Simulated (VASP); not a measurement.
Computed with LDA (Ceperley-Alder, Perdew-Zunger), VASP's LDA PAW potentials (set 64) (plane waves; VASP).

VASP input:

**INCAR**
```
ALGO = Normal
CSHIFT = 0.1
EDIFF = 1E-7
ENCUT = 520
ISMEAR = 0
LASPH = .TRUE.
LCHARG = .FALSE.
LMAXMIX = 6
LOPTICS = .TRUE.
LREAL = .FALSE.
LWAVE = .FALSE.
NBANDS = 69
NEDOS = 1001
NELM = 100
PREC = Accurate
SIGMA = 0.01
SYSTEM = KTaO3
```

POSCAR:
```
KTaO3
1
    3.9606335670     0.0000000000     0.0000000000
    0.0000000000     3.9606335670     0.0000000000
    0.0000000000     0.0000000000     3.9606335670
K Ta O
1 1 3
Direct
  0.5000000000   0.5000000000   0.5000000000
  0.0000000000   0.0000000000   0.0000000000
  0.0000000000   0.5000000000   0.0000000000
  0.5000000000   0.0000000000   0.0000000000
  0.0000000000   0.0000000000   0.5000000000
```

File KPOINTS:
```
Automatic mesh
0
Gamma
7 7 7
0 0 0
```

POTCAR, in this order: K_sv Ta_pv O (LDA.64 set). Program: vasp_std.

The dielectric response may not be converged in the k-mesh; for small gaps it tends to come out too large.

Q: Predict the energy per atom (σ→0).

A: 
energy per atom (σ→0): -9.012 eV/atom

### OSZICAR
```
...
DAV:   9    -0.450602737736E+02    0.23606E-01   -0.19191E-02  3155   0.681E-01    0.249E-01
DAV:  10    -0.450588703937E+02    0.14034E-02   -0.17960E-03  3404   0.201E-01    0.181E-01
DAV:  11    -0.450587781614E+02    0.92232E-04   -0.20331E-04  3209   0.642E-02    0.277E-02
DAV:  12    -0.450587776554E+02    0.50603E-06   -0.34983E-05  3081   0.287E-02    0.130E-02
DAV:  13    -0.450587748971E+02    0.27583E-05   -0.25984E-06  3107   0.889E-03    0.498E-03
DAV:  14    -0.450587748019E+02    0.95230E-07   -0.43697E-07  3436   0.259E-03
   1 F= -.45058775E+02 E0= -.45058775E+02  d E =-.216550E-22
 imaginary and real dielectric function
```

The structure comes from a computed database's KTaO3 entry (Pm-3m); how it stands against other phases isn't given here. It was relaxed first.
